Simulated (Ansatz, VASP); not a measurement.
**ZrIn: VASP beside Ansatz**

```xyz
2
Lattice="3.1820 0.0000 0.0000 0.0000 3.1820 0.0000 0.0000 0.0000 4.5127" Properties=species:S:1:pos:R:3 pbc="T T T"
Zr    0.0000    0.0000    0.0000
In    1.5910    1.5910    2.2564
```

The cell comes from a database or a generator and needn't be the stable form of this composition.

Alike in both runs: task single point; functional LDA; k mesh 7 × 7 × 5; no spin polarisation.

```csv
,VASP,Ansatz
version,VASP 6.6.1,Ansatz 0.2.0
potentials or method,"VASP PAW LDA potentials, release 64 (Zr_sv, In_d)","plane waves, PAW"
plane-wave cutoff (eV),520,500
occupations,"methfessel-paxton of order 1, width 0.1 eV",cold
valence electrons in the cell,25,25
```

```csv
,VASP,Ansatz,Ansatz less VASP
pressure (GPa),-8.9,-9.1,-0.14
largest component of the traceless stress (GPa),0.60,0.66,+0.063
```
